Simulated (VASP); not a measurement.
Given:

```
CELL_PARAMETERS angstrom
      4.21245     0.00000     0.00000
      0.00000     4.21245     0.00000
      0.00000     0.00000     4.21245
ATOMIC_POSITIONS crystal
  Ba 0.00000 0.00000 0.00000
  Zr 0.50000 0.50000 0.50000
  O  0.50000 0.00000 0.50000
  O  0.00000 0.50000 0.50000
  O  0.50000 0.50000 0.00000
```

Level of theory: PBE GGA with D3 dispersion (Becke-Johnson damping), VASP's PBE PAW potentials (set 64) (plane waves; VASP). Settings: 520 eV cut-off, Gaussian smearing of 0.050 eV, potentials Ba_sv Zr_sv O.

Unless said otherwise, spin-orbit coupling is left out, though it shifts the bands of the heavy elements here.

Task: Give the energies of bands 12 to 23 at the high-symmetry points, in eV from the valence-band maximum.

Result: 
```tsv
band	Γ	X	M	R
12	-1.47	-3.62	-3.70	-3.69
13	-1.47	-1.89	-3.70	-3.69
14	-1.47	-1.89	-3.63	-3.48
15	-0.96	-1.77	-2.35	-2.53
16	-0.96	-1.71	-2.35	-2.53
17	-0.96	-1.71	-0.93	-2.53
18	-0.24	-1.64	-0.93	0.00
19	-0.24	-0.47	-0.82	0.00
20	-0.24	-0.47	-0.07	0.00
21	3.16	3.59	5.58	5.92
22	3.16	5.61	5.58	5.92
23	3.16	5.61	6.37	5.92
```

The gap is indirect, 3.16 eV, from the valence maximum at R to the conduction minimum at Γ.

The compound is BaZrO3 in the cubic perovskite structure. It was relaxed first.
